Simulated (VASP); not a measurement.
Data:

```xyz
2
Lattice="1.8357 -3.1795 0.0000 1.8357 3.1795 0.0000 0.0000 0.0000 5.6037" Properties=species:S:1:pos:R:3 pbc="T T T"
Tb     1.8357     1.0598     1.4009
Tb     1.8357    -1.0598     4.2027
```

Calculation: r2SCAN meta-GGA, VASP's PBE PAW potentials (set 64) (plane waves; VASP 6.6.1). Run with 480 eV cut-off, 10×10×6 Γ-centred mesh, first-order Methfessel-Paxton smearing of 0.10 eV, potentials Tb_3.

The 4f electrons are frozen in the core of the lanthanide potential, so 4f levels, which can set the real gap, and their magnetism are missing.

Each row applies one change to this cell, which was relaxed at other settings and keeps the small stress of the first row; at a fixed cut-off the stress holds a Pulay part, so it need not integrate to ΔE exactly. Stress is in GPa, positive when the cell is compressed.

```
change                                                   ΔE (meV/atom)    σxx    σyy    σzz  largest shear component, with its sign (GPa)  largest force (eV/Å)
-------------------------------------------------------  -------------  -----  -----  -----  --------------------------------------------  --------------------
none                                                               0.0  -0.02  -0.02  -0.02                                          0.00                 0.000
atom 1 (Tb) moved by -0.050 Å along z                              2.8  -0.02  -0.02   0.04                                          0.00                 0.224
atom 1 (Tb) moved by -0.050 Å along y                              1.0  -0.32   0.14  -0.05                                          0.00                 0.080
atom 1 (Tb) moved by 0.150 Å along z                              25.2  -0.03  -0.03   0.57                                          0.00                 0.664
biaxial strain of +0.5 % in the xy plane                           0.6  -0.54  -0.54  -0.25                                          0.00                 0.000
uniaxial strain of +1.0 % along y with the ions relaxed            0.8  -0.26  -0.83  -0.25                                          0.00                 0.008
```

Failed runs are left out, and for metals the shear rows, which the mesh's noise covers.

The compound is Tb in the hcp structure.
